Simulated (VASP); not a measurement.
# BeCd2S3 in VASP: a series of runs, part 2 of 2

VASP 6.6.1. The steps go on from the part before.

### Step 4. Relaxation of cell and atoms, PBE

This run uses another cell than the first one, of 20.69 Å³/atom, 1.033 times its volume.

The input, INCAR:

```
SYSTEM = BeCd2S3
  PREC = Normal
  ENCUT = 520
  EDIFF = 1E-4
  ISMEAR = 0
  SIGMA = 0.15
  LREAL = .FALSE.
  LASPH = .TRUE.
  NELM = 60
  ALGO = Fast
  ISIF = 3
  LWAVE = .FALSE.
  LCHARG = .FALSE.
  GGA = PE
  IBRION = 2
  NSW = 24
  EDIFFG = -0.08
```

The input, KPOINTS:

```
regular mesh
0
G
  4 4 2
  0 0 0
```

The input, POSCAR:

```
BeCd2S3
1.0
    4.1017975300      0.0000000000      0.0000000000
   -2.0508987700      3.5522608600      0.0000000000
    0.0000000000      0.0000000000      8.5190664800
Be Cd S
1 2 3
Direct
    0.0000000000      0.0000000000      0.5000000000
    0.3333333300      0.6666666700      0.0000000000
    0.6666666700      0.3333333300      0.0000000000
    0.5000000000      0.0000000000      0.5000000000
    0.0000000000      0.5000000000      0.5000000000
    0.5000000000      0.5000000000      0.5000000000
```

Command:

```console
cat potpaw_PBE.64/Be/POTCAR potpaw_PBE.64/Cd/POTCAR potpaw_PBE.64/S/POTCAR > POTCAR
mpirun -np 1 vasp_std > vasp.out
```

Run time: 3.9 min. Hardware: 1 thread of Intel Xeon Platinum 8259CL at 2.50GHz (Skylake/Cascade Lake), shared host; peak memory 0.19 GiB.

The run converged. Its results:

| Property | Result |
| --- | --- |
| Free energy | -14.1791 eV |
| Relaxed volume | 23.70 Å³/atom |
| Relaxed cell | a = 4.940 Å, b = 4.940 Å, c = 6.729 Å, α = 90.00°, β = 90.00°, γ = 120.00° |
| Space group after relaxing (to 0.05 Å) | P6/mmm (No. 191) |
| Energy gained by relaxing | 1221.1 meV/atom |
| Ionic steps | 12 |
| Pressure after relaxing | -0.1 GPa |
| Band gap on the k mesh | none (metal or under the smearing width) |

Stress tensor (GPa, compression positive):
```
-0.12  0.00  0.00
 0.00 -0.12  0.00
 0.00  0.00  0.00
```

Step by step:
```csv
step,energy change (eV),largest force (eV/Å),pressure (GPa),volume (Å³)
1,0.0000,0.0000,40.62,124.13
2,-5.1193,0.0000,-6.72,235.64
3,-7.0320,0.0000,-0.60,178.12
4,-7.0314,0.0000,-0.17,176.95
5,-7.0423,0.0000,-0.22,175.44
6,-7.0769,0.0000,-0.25,170.89
7,-7.1567,0.0000,-0.30,161.80
8,-7.3176,0.0000,0.21,143.60
9,-6.0084,0.0000,11.47,107.15
10,-7.3228,0.0000,0.49,141.00
11,-7.2782,0.0000,-1.63,146.52
12,-7.3267,0.0000,-0.08,142.21
```

Final structure:
```cif
data_structure
_symmetry_space_group_name_H-M 'P 1'
_symmetry_Int_Tables_number 1
_cell_length_a 4.9399
_cell_length_b 4.9399
_cell_length_c 6.7290
_cell_angle_alpha 90.000
_cell_angle_beta 90.000
_cell_angle_gamma 120.000
_cell_volume 142.21
loop_
_atom_site_label
_atom_site_type_symbol
_atom_site_fract_x
_atom_site_fract_y
_atom_site_fract_z
_atom_site_occupancy
Be1 Be 0.00000 0.00000 0.50000 1
Cd1 Cd 0.33333 0.66667 0.00000 1
Cd2 Cd 0.66667 0.33333 0.00000 1
S1 S 0.50000 0.00000 0.50000 1
S2 S 0.00000 0.50000 0.50000 1
S3 S 0.50000 0.50000 0.50000 1
```

Levels at points of the mesh, in eV from the Fermi level:
```csv
k point,band 20,band 21,band 22,band 23,band 24,band 25
"(0.00, 0.00, 0.00)",-1.37,-1.35,1.99,2.56,2.94,2.94
"(0.50, 0.00, 0.00)",-2.93,-2.69,-2.33,-1.60,1.35,1.77
"(0.00, 0.00, 0.50)",-1.51,-1.45,0.64,1.99,2.60,3.24
"(0.50, 0.00, 0.50)",-2.69,-2.15,-1.83,-1.22,1.46,1.85
```

Caveat: the k mesh is coarse (spacing up to 0.44 Å⁻¹), so the values aren't converged; the relaxation stopped at a loose force limit of 0.08 eV/Å, so its end isn't a converged minimum.

### Step 5. Relaxation of cell and atoms, PBE

This run uses another cell than the first one, of 21.27 Å³/atom, 1.062 times its volume.

INCAR is that of step 4.

KPOINTS is that of step 4.

The input, POSCAR:

```
BeCd2S3
1.0
    4.7751728500      0.0000000000      0.0000000000
   -2.3875864300      4.1354210000      0.0000000000
    0.0000000000      0.0000000000      6.4626117900
Be Cd S
1 2 3
Direct
    0.0000000000      0.0000000000      0.0000000000
    0.3333333300      0.6666666700      0.5000000000
    0.6666666700      0.3333333300      0.5000000000
    0.3333333300      0.6666666700      0.0000000000
    0.6666666700      0.3333333300      0.0000000000
    0.0000000000      0.0000000000      0.5000000000
```

Potentials or basis: VASP PAW PBE potentials, release 64 (Be, Cd, S).

Command:

```console
cat potpaw_PBE.64/Be/POTCAR potpaw_PBE.64/Cd/POTCAR potpaw_PBE.64/S/POTCAR > POTCAR
mpirun -np 1 vasp_std > vasp.out
```

OUTCAR:

```text
SYSTEM = BeCd2S3
   PREC = Normal
   ENCUT = 520
   EDIFF = 1E-4
   ISMEAR = 0
   LREAL = .FALSE.
   LASPH = .TRUE.
   NELM = 60
   ISIF = 3
   GGA = PE
   IBRION = 2
   NSW = 24
   EDIFFG = -0.08

 ion  position               nearest neighbor table
   1  0.000  0.000  0.000-
   2  0.333  0.667  0.500-   3 2.76   6 2.76   3 2.76   6 2.76   6 2.76   3 2.76   4 3.23   4 3.23

   3  0.667  0.333  0.500-   2 2.76   6 2.76   2 2.76   6 2.76   6 2.76   2 2.76   5 3.23   5 3.23

   4  0.333  0.667  0.000-   5 2.76   5 2.76   5 2.76   2 3.23   2 3.23
   5  0.667  0.333  0.000-   4 2.76   4 2.76   4 2.76   3 3.23   3 3.23
   6  0.000  0.000  0.500-   2 2.76   3 2.76   3 2.76   2 2.76   3 2.76   2 2.76

  LATTYP: Found a hexagonal cell.
 ALAT       =     4.7751728500
 C/A-ratio  =     1.3533775620
[... 183 lines left out ...]
  Total       -0.5549468     -0.5549468     -6.8531946      0.0000000      0.0000000      0.0000000
  in kB       -6.9669880     -6.9669880    -86.0372960      0.0000000      0.0000000      0.0000000
  external PRESSURE =     -33.3237573 kB  Pullay stress =       0.0000000 kB
[... 582 lines left out ...]
     25       8.7166      0.00000
     26       9.6693      0.00000

[... ionic steps 4 to 12 ...]

--------------------------------------- Ionic step       13  -------------------------------------------

 number of electron      44.0000035 magnetization

------------------------ aborting loop because EDIFF is reached ----------------------------------------
[... 75 lines left out ...]
--------------------------------------- Ionic step       15  -------------------------------------------

 number of electron      44.0000018 magnetization

 Free energy of the ion-electron system (eV)
  ---------------------------------------------------
  ext. energy  EPLUGINS =         0.00000000
  ---------------------------------------------------
  free energy    TOTEN  =       -17.08442440 eV

  energy without entropy =      -17.04803902  energy(sigma->0) =      -17.06623171

 E-fermi :   4.5738     XC(G=0): -10.3503

 val. band max:        4.5063907000   @ k =   0.0000   0.0000   0.0000
 cond. band min:       4.5916123801   @ k =   0.2500   0.2500   0.0000
 fundamental gap:      0.0852216801
 Fermi energy:         4.5737801143
[... 263 lines left out ...]
  FREE ENERGIE OF THE ION-ELECTRON SYSTEM (eV)
  ---------------------------------------------------
  free  energy   TOTEN  =       -17.0844243951 eV

  energy  without entropy=      -17.0480390247  energy(sigma->0) =      -17.06623171

 reached required accuracy - stopping structural energy minimisation
```

OSZICAR:

```text
N       E                     dE             d eps       ncg     rms          rms(c)
DAV:   1     0.288730878285E+03    0.28873E+03   -0.21427E+04   416   0.154E+03
DAV:   2     0.759328592083E+01   -0.28114E+03   -0.27551E+03   458   0.347E+02
DAV:   3    -0.165953872444E+02   -0.24189E+02   -0.23591E+02   524   0.933E+01
[... 127 lines left out ...]
DAV:   1    -0.171319824566E+02   -0.51584E-01   -0.21030E+00   444   0.987E+00    0.124E+00
RMM:   2    -0.170974071014E+02    0.34575E-01   -0.56892E-02   417   0.152E+00    0.662E-01
RMM:   3    -0.170872011432E+02    0.10206E-01   -0.11470E-02   418   0.635E-01    0.267E-01
RMM:   4    -0.170843702851E+02    0.28309E-02   -0.69711E-03   422   0.463E-01    0.129E-01
RMM:   5    -0.170844243951E+02   -0.54110E-04   -0.79445E-04   340   0.178E-01
  15 F= -.17084424E+02 E0= -.17066232E+02  d E =-.875991E-02
```

CONTCAR:

```text
BeCd2S3
   1.00000000000000
     5.0923570399775979   -0.0000000003870609    0.0000000000000000
    -2.5461785256561220    4.4101105672828158   -0.0000000000000000
     0.0000000000000000    0.0000000000000000    4.9648940283228278
  Be              Cd              S
     1     2     3
Direct
     1.0000000000000000    1.0000000000000000    0.0000000000000000
     0.3333333300000021    0.6666666699999979    0.5000000000000000
     0.6666666699999979    0.3333333300000021    0.5000000000000000
     0.3333333300000021    0.6666666699999979    0.0000000000000000
     0.6666666699999979    0.3333333300000021    0.0000000000000000
     1.0000000000000000    1.0000000000000000    0.5000000000000000

  0.00000000E+00  0.00000000E+00  0.00000000E+00
  0.00000000E+00  0.00000000E+00  0.00000000E+00
  0.00000000E+00  0.00000000E+00  0.00000000E+00
  0.00000000E+00  0.00000000E+00  0.00000000E+00
  0.00000000E+00  0.00000000E+00  0.00000000E+00
  0.00000000E+00  0.00000000E+00  0.00000000E+00
```

It took 3.3 min on 1 thread of Intel Xeon Platinum 8259CL at 2.50GHz (Skylake/Cascade Lake), shared host; peak memory 0.19 GiB.

What came out:

```yaml
Free_energy: -17.0844 eV
Relaxed_volume: 18.58 Å³/atom
Relaxed_cell: a = 5.092 Å, b = 5.092 Å, c = 4.965 Å, α = 90.00°, β = 90.00°, γ = 120.00°
Space_group_after_relaxing_to_0.05_Å: P6/mmm (No. 191)
Energy_gained_by_relaxing: 254.8 meV/atom
Ionic_steps: 15
Pressure_after_relaxing: 0.0 GPa
Band_gap_on_the_k_mesh: none (metal or under the smearing width)
```

The path:
| step | energy change (eV) | largest force (eV/Å) | pressure (GPa) | volume (Å³) |
| --- | --- | --- | --- | --- |
| 1 | 0.0000 | 0.0000 | -3.33 | 127.62 |
| 2 | -0.3727 | 0.0000 | -1.84 | 119.51 |
| 3 | -0.7878 | 0.0000 | 13.56 | 95.97 |
| 4 | -0.7965 | 0.0000 | 3.70 | 106.60 |
| 5 | -0.8677 | 0.0000 | 6.15 | 102.88 |
| 6 | -1.0476 | 0.0000 | 6.33 | 102.07 |
| 7 | -1.1585 | 0.0000 | 10.77 | 99.17 |
| 8 | -1.2255 | 0.0000 | 8.63 | 100.38 |
| 9 | -1.3813 | 0.0000 | 5.19 | 103.66 |
| 10 | -1.5118 | 0.0000 | 0.74 | 109.64 |
| 11 | -1.5198 | 0.0000 | -0.13 | 111.36 |
| 12 | -1.5198 | 0.0000 | -0.62 | 112.00 |
| 13 | -1.5200 | 0.0000 | -0.55 | 111.76 |
| 14 | -1.5247 | 0.0000 | -0.37 | 111.69 |
| 15 | -1.5287 | 0.0000 | 0.03 | 111.50 |

Final structure:
```yaml
crystal:
  lattice:
    - [5.09236, 0.00000, 0.00000]
    - [-2.54618, 4.41011, 0.00000]
    - [0.00000, 0.00000, 4.96489]
  atoms:
    - { symbol: Be, position: [0.00000, 0.00000, 0.00000] }
    - { symbol: Cd, position: [0.33333, 0.66667, 0.50000] }
    - { symbol: Cd, position: [0.66667, 0.33333, 0.50000] }
    - { symbol: S, position: [0.33333, 0.66667, 0.00000] }
    - { symbol: S, position: [0.66667, 0.33333, 0.00000] }
    - { symbol: S, position: [0.00000, 0.00000, 0.50000] }
```

Caveat: the k mesh is coarse (spacing up to 0.49 Å⁻¹), so the values aren't converged; the relaxation stopped at a loose force limit of 0.08 eV/Å, so its end isn't a converged minimum.
